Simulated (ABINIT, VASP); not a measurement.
VASP input:

File POSCAR:
```
LaCu2
1
    4.3002900000     0.0000000000     0.0000000000
   -2.1501450000     3.7241600000     0.0000000000
    0.0000000000     0.0000000000     3.8509600000
La Cu
1 2
Direct
  0.0000000000   0.0000000000   0.0000000000
  0.3333330000   0.6666670000   0.5000000000
  0.6666670000   0.3333330000   0.5000000000
```

INCAR:
```
! general
SYSTEM  = LaCu2
PREC    = Accurate
ENCUT   = 300   ! plane-wave cut-off (eV)
LREAL   = .FALSE.   ! projection in real space or not
LASPH   = .TRUE.

! electronic loop
EDIFF   = 1E-6
NELM    = 100   ! most electronic steps
ALGO    = Normal   ! blocked Davidson
LMAXMIX = 6   ! l cut-off of mixed one-centre charges

! smearing
ISMEAR  = -1   ! Fermi-Dirac
SIGMA   = 0.05

! ions
ISIF    = 2

! output
LWAVE   = .FALSE.
LCHARG  = .FALSE.
```

### KPOINTS
```
Automatic mesh
0
Gamma
9 9 9
0 0 0
```

POTCAR, in this order: La Cu (LDA.64 set). Program: vasp_std.

Task: Translate it to ABINIT.

Result: One input that does it (LDA (PW92), PAW (JTH v2.0 LDA PAW)):
```
# LaCu2, JTH v2.0 LDA PAW
pp_dirpath "./"
pseudos "La.LDA_PW-JTH.xml, Cu.LDA_PW-JTH.xml"
acell 4.3002897785 4.3002897785 3.8509600000 Angstrom
rprim
         1.0000000000    0.0000000120    0.0000000000
        -0.5000000104    0.8660253978    0.0000000000
         0.0000000000    0.0000000000    1.0000000000
natom 3
ntypat 2
znucl 57 29
typat 1 2 2
xcart
         0.0000000000    0.0000000000    0.0000000000
        -0.0000000297    2.4827734612    1.9254800000
         2.1501448744    1.2413867563    1.9254800000
      Angstrom
ecut 30 Ha
pawecutdg 60 Ha
pawxcdev 0
occopt 3
tsmear 0.00183747
nband 33
kptopt 1
ngkpt 9 9 9
nshiftk 1
shiftk 0 0 0
nstep 100
tolvrs 1.0e-10
prtwf 0
prtden 0
```
Both inputs were run and reached self-consistency, which says nothing on mesh or cut-off. Potentials, basis and cut-offs are each code's own, so they don't translate, and total energies aren't comparable.

VASP's LDA is the Perdew-Zunger fit; the other code's may be Perdew-Wang, which differs slightly.

The structure comes from a computed database's LaCu2 entry (P6/mmm); how it stands against other phases isn't given here. The cell was not relaxed at this level, and it may have been scaled.
